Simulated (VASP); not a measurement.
Here is the system:

```
Ir
1.0
    2.71027     0.00000     0.00000
    0.00000     2.71027     0.00000
    0.00000     0.00000    26.47097
Ir
6
Direct
  0.00000   0.50000   0.31900
  0.50000   0.00000   0.39140
  0.00000   0.50000   0.46380
  0.50000   0.00000   0.53620
  0.00000   0.50000   0.60860
  0.50000   0.00000   0.68100
```

Method: PBEsol GGA, VASP's PBE PAW potentials (set 64) (plane waves; VASP). Run with PREC = Normal, EDIFF = 1E-5, 400 eV cut-off, 10×10×1 Γ-centred mesh, first-order Methfessel-Paxton smearing of 0.10 eV, potentials Ir.

### Question
The ions are relaxed. Give the cell that the relaxation ends in.

### Answer

```
Ir
1.0
    2.71027     0.00000     0.00000
    0.00000     2.71027     0.00000
    0.00000     0.00000    26.47097
Ir
6
Direct
  0.00000   0.50000   0.32199
  0.50000   0.00000   0.39070
  0.00000   0.50000   0.46347
  0.50000   0.00000   0.53653
  0.00000   0.50000   0.60930
  0.50000   0.00000   0.67801
```

### Question
How much energy does the relaxation gain?

### Answer
The energy (σ→0) changes by -18.2 meV/atom, in 8 ionic steps.

The cell is a thin slab with vacuum, built from Ir (fcc): (100) face.
